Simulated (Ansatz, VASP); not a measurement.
# Au (Au wire along [100], 24 atoms a period) in two plane-wave programs, part 3 of 3

Wanted: the spread between two codes on one cell, functional and k mesh. Of the first pair: The structure shown is the start of the Ansatz relaxation below; VASP solves that cell, so the two are compared at the walk's first step.

VASP 6.6.1 and Ansatz 0.2.0.

So far. Step 4 (Differences): The forces differ by 2.7 meV/Å r.m.s., which is 0.9 % of the r.m.s. force of 0.311 eV/Å (both taken over all components).

## 5. Ansatz: relaxation, PBE

Level of this step: Ansatz beside VASP: Kohn-Sham DFT, plane waves, PBE (Ansatz).

This run makes the geometry at which the two programs are then compared. The cell compared in this pair holds 1202.43 Å³, against 1230.69 Å³ for the pair before.

The structure compared here is the end of the Ansatz relaxation.

input.yaml

```yaml
crystal:
  lattice:
    - [17.2, 0.0, 0.0]
    - [0.0, 17.2, 0.0]
    - [0.0, 0.0, 4.16]
  atoms:
    - { symbol: Au, position: [0.197674419, 0.439534884, 0.0] }
    - { symbol: Au, position: [0.318604651, 0.318604651, 0.0] }
    - { symbol: Au, position: [0.318604651, 0.560465116, 0.0] }
    - { symbol: Au, position: [0.439534884, 0.197674419, 0.0] }
    - { symbol: Au, position: [0.439534884, 0.439534884, 0.0] }
    - { symbol: Au, position: [0.439534884, 0.681395349, 0.0] }
    - { symbol: Au, position: [0.560465116, 0.318604651, 0.0] }
    - { symbol: Au, position: [0.560465116, 0.560465116, 0.0] }
    - { symbol: Au, position: [0.560465116, 0.802325581, 0.0] }
    - { symbol: Au, position: [0.681395349, 0.439534884, 0.0] }
    - { symbol: Au, position: [0.681395349, 0.681395349, 0.0] }
    - { symbol: Au, position: [0.802325581, 0.560465116, 0.0] }
    - { symbol: Au, position: [0.197674419, 0.560465116, 0.5] }
    - { symbol: Au, position: [0.318604651, 0.439534884, 0.5] }
    - { symbol: Au, position: [0.318604651, 0.681395349, 0.5] }
    - { symbol: Au, position: [0.439534884, 0.318604651, 0.5] }
    - { symbol: Au, position: [0.439534884, 0.560465116, 0.5] }
    - { symbol: Au, position: [0.439534884, 0.802325581, 0.5] }
    - { symbol: Au, position: [0.560465116, 0.197674419, 0.5] }
    - { symbol: Au, position: [0.560465116, 0.439534884, 0.5] }
    - { symbol: Au, position: [0.560465116, 0.681395349, 0.5] }
    - { symbol: Au, position: [0.681395349, 0.318604651, 0.5] }
    - { symbol: Au, position: [0.681395349, 0.560465116, 0.5] }
    - { symbol: Au, position: [0.802325581, 0.439534884, 0.5] }
kpoints:
  mp_grid: { grid: [1, 1, 20] }
scf:
  occupations: { method: fermi_dirac, width: 0.05 }
hamiltonian:
  xc: pbe
  pseudopotentials: { kind: paw, azcp: { folder: soft_1 } }
relax:
  cell: { fix: [a, b, alpha, beta, gamma] }
  max_steps: 45
  f_tol: 0.03
```

On the command line:

```sh
$ ansatz run input.yaml --threads 4 --pin off --max-ram 16384MiB --backend cpu --events-out ev --progress --plain --runs-dir out
```

Numbers of over 12 decimals in the logs are rounded to 6 here.

Log:

```text
[...]
Crystal: 24 atoms, lattice volume = 1230.694 Å³
Basis set: ecut = 420 eV, 23941 PW (Γ), exchange–correlation on 240×240×60 points (8 copies of the dense FFT grid, shifted against one another)
Bands: 274, of which v1, the nominal top of the filled ones, is band 228 counted from 1 (227 counted from 0)
Symmetry: 16 space group operations
[...]
k-points: 11 of 20
[...]
- { symbol: Au, position: [0.439750, 0.439750, 0.0] }
    - { symbol: Au, position: [0.434156, 0.682099, 0.0] }
    - { symbol: Au, position: [0.565844, 0.317901, 0.0] }
    - { symbol: Au, position: [0.560250, 0.560250, 0.0] }
[...]
- { symbol: Au, position: [0.565844, 0.682099, 0.5] }
    - { symbol: Au, position: [0.682007, 0.317993, 0.5] }
    - { symbol: Au, position: [0.682099, 0.565844, 0.5] }
    - { symbol: Au, position: [0.793837, 0.442296, 0.5] }
[key lines of the parts left out:]
SCF converged after 6 iterations
Free energy (F): -315619.567477 eV
Fermi energy:    3.659595 eV
P = ⅓ Tr σ = -0.0103 GPa (-0.103 kbar)
```

## 6. VASP: single point, PBE, relaxed cell, pair 2

The same cell, functional, mesh and smearing now go to VASP, with its own data sets.

INCAR

```
SYSTEM = Au
PREC = Accurate
ENCUT = 500
EDIFF = 1E-06
NELM = 120
ISMEAR = -1
SIGMA = 0.05
LREAL = .FALSE.
ALGO = Normal
GGA = PE
NBANDS = 163
LASPH = .TRUE.
LORBIT = 11
LWAVE = .FALSE.
LCHARG = .FALSE.
ISIF = 2
GGA_COMPAT = .FALSE.
KPAR = 4
```

POSCAR

```
Au
1.0
   17.2000000000      0.0000000000      0.0000000000
    0.0000000000     17.2000000000      0.0000000000
    0.0000000000      0.0000000000      4.0644569437
Au
24
Direct
    0.2061632827      0.4422957664      0.0000000000
    0.3179931288      0.3179931288      0.0000000000
    0.3179008915      0.5658439867      0.0000000000
    0.4422957664      0.2061632827      0.0000000000
    0.4397499704      0.4397499704      0.0000000000
    0.4341560133      0.6820991085      0.0000000000
    0.5658439867      0.3179008915      0.0000000000
    0.5602500296      0.5602500296      0.0000000000
    0.5577042336      0.7938367173      0.0000000000
    0.6820991085      0.4341560133      0.0000000000
    0.6820068712      0.6820068712      0.0000000000
    0.7938367173      0.5577042336      0.0000000000
    0.2061632827      0.5577042336      0.5000000000
    0.3179008915      0.4341560133      0.5000000000
    0.3179931288      0.6820068712      0.5000000000
    0.4341560133      0.3179008915      0.5000000000
    0.4397499704      0.5602500296      0.5000000000
    0.4422957664      0.7938367173      0.5000000000
    0.5577042336      0.2061632827      0.5000000000
    0.5602500296      0.4397499704      0.5000000000
    0.5658439867      0.6820991085      0.5000000000
    0.6820068712      0.3179931288      0.5000000000
    0.6820991085      0.5658439867      0.5000000000
    0.7938367173      0.4422957664      0.5000000000
```

KPOINTS

```
Automatic mesh
0
Gamma
1 1 20
0 0 0
```

The projector-augmented-wave data sets are Au (PBE family, release 64).

On the command line:

```sh
$ mpirun -np 4 vasp_std
```

Log:

```text
[banner, memory and clock lines left out]
running    4 mpi-ranks, on    1 nodes
[...]
[... a notice as in an earlier step ...]

 LDA part: xc-table for (Slater+PW92), standard interpolation
 POSCAR, INCAR and KPOINTS ok, starting setup
[...]
entering main loop
       N       E                     dE             d eps       ncg     rms          rms(c)
DAV:   1     0.172788553052E+04    0.17279E+04   -0.11249E+05  3586   0.133E+03
DAV:   2     0.386263355426E+02   -0.16893E+04   -0.15513E+04  4182   0.272E+02
DAV:   3    -0.705506771130E+02   -0.10918E+03   -0.10462E+03  4068   0.627E+01
DAV:   4    -0.731330717923E+02   -0.25824E+01   -0.25686E+01  4068   0.953E+00
[...]
DAV:  17    -0.679027678682E+02   -0.11473E-05   -0.49907E-07  2307   0.215E-03    0.668E-04
DAV:  18    -0.679027688872E+02   -0.10189E-05   -0.12812E-07  2256   0.635E-04    0.780E-04
DAV:  19    -0.679027691426E+02   -0.25548E-06   -0.41247E-08  2243   0.507E-04
   1 F= -.67902769E+02 E0= -.67871671E+02  d E =-.621955E-01
```

Parts of OUTCAR (step 6):

```text
  Total       -0.8031627     -0.8031627     -0.3860611      0.0000000      0.0000000      0.0000000
  in kB       -1.0701748     -1.0701748     -0.5144074      0.0000000      0.0000000      0.0000000
  external PRESSURE =      -0.8849190 kB  Pullay stress =       0.0000000 kB

 POSITION                                       TOTAL-FORCE (eV/Angst)
 -----------------------------------------------------------------------------------
      3.54601      7.60749      0.00000         0.019134      0.004772     -0.000000
      5.46948      5.46948      0.00000         0.005301      0.005301     -0.000000
      5.46790      9.73252      0.00000        -0.001944     -0.001146     -0.000000
      7.60749      3.54601      0.00000         0.004772      0.019134      0.000000
      7.56370      7.56370      0.00000        -0.002040     -0.002040     -0.000000
      7.46748     11.73210      0.00000         0.001146      0.001944     -0.000000
      9.73252      5.46790      0.00000        -0.001146     -0.001944     -0.000000
      9.63630      9.63630      0.00000         0.002040      0.002040     -0.000000
      9.59251     13.65399      0.00000        -0.004772     -0.019134     -0.000000
     11.73210      7.46748      0.00000         0.001944      0.001146     -0.000000
     11.73052     11.73052      0.00000        -0.005301     -0.005301      0.000000
     13.65399      9.59251      0.00000        -0.019134     -0.004772      0.000000
      3.54601      9.59251      2.03223         0.019134     -0.004772      0.000000
      5.46790      7.46748      2.03223        -0.001944      0.001146     -0.000000
[...]
-----------------------------------------------------------------------------------
    total drift:                                0.000000      0.000000     -0.000000

  FREE ENERGIE OF THE ION-ELECTRON SYSTEM (eV)
  ---------------------------------------------------
  free  energy   TOTEN  =       -67.9027691426 eV

  energy  without entropy=      -67.8405736342  energy(sigma->0) =      -67.87167139

[... 1 part as in an earlier step ...]

[... 2 further parts left out ...]
[key lines of the parts left out:]
E-fermi :  -0.1182
```

## 7. Side by side

What differs besides the data sets and the points named for the pairs above, as far as they apply: the data sets hold 456 valence electrons in Ansatz (on its PAW soft_1 files) and 264 in VASP; the cutoff is 420 eV in Ansatz and 500 eV in VASP; Ansatz's pressure holds a Pulay correction, VASP's none. Total energies have different zeros and are not compared.

The two programs side by side:

```tsv
quantity	Ansatz	VASP	difference
pressure (GPa)	-0.01	-0.09	+0.08
```

At this near-relaxed geometry the largest component of a force difference is 8 meV/Å.

## 8. Results

```
r.m.s. force difference (single point, PBE, start cell, pair 1)  : 0.86 % of the r.m.s. force
difference in pressure (single point, PBE, relaxed cell, pair 2) : 0.078 GPa
```

The r.m.s. force difference is 0.86 % of the r.m.s. force (single point, PBE, start cell, pair 1), within the 3 % picked in this series as the mark of a large difference. The data sets hold unlike numbers of valence electrons (456 in Ansatz and 264 in VASP), so part of the differences comes from the potentials. Such differences can come from data sets, numerical settings and the points named under the comparisons, not from the functional's error against experiment.

[Lines on the potential files, build, host, timing and source positions are cut from VASP's logs without a mark.]

[Logs are printed without paths, hosts, clocks, repeated set-up lines and the standing remarks that a program may print on its own settings, such as how far it seeks lower states.]

[Hosts, paths, dates, database ids (printed as entryN), source tags and the programs' standing remarks are cut or masked in the printed files.]
